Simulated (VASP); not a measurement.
```
LiBr
1.0
    0.00000     2.51740     2.51740
    2.51740     0.00000     2.51740
    2.51740     2.51740     0.00000
Li Br
1 1
Direct
  0.00000   0.00000   0.00000
  0.50000   0.50000   0.50000
```

Method: PBEsol GGA, VASP's PBE PAW potentials (set 64) (plane waves; VASP 6.6.1). Settings: 620 eV cut-off, 9×9×9 Γ-centred mesh, Gaussian smearing of 0.050 eV, potentials Li_sv Br.

Task: What does the run give for the energy per atom (σ→0), pressure?

Result: 
- energy per atom (σ→0): -3.368 eV/atom
- pressure: 10.02 GPa

Only differences to runs with the same potentials and settings are physical.

The compound is LiBr in the rock salt structure. It was relaxed first under an external pressure of 10 GPa.
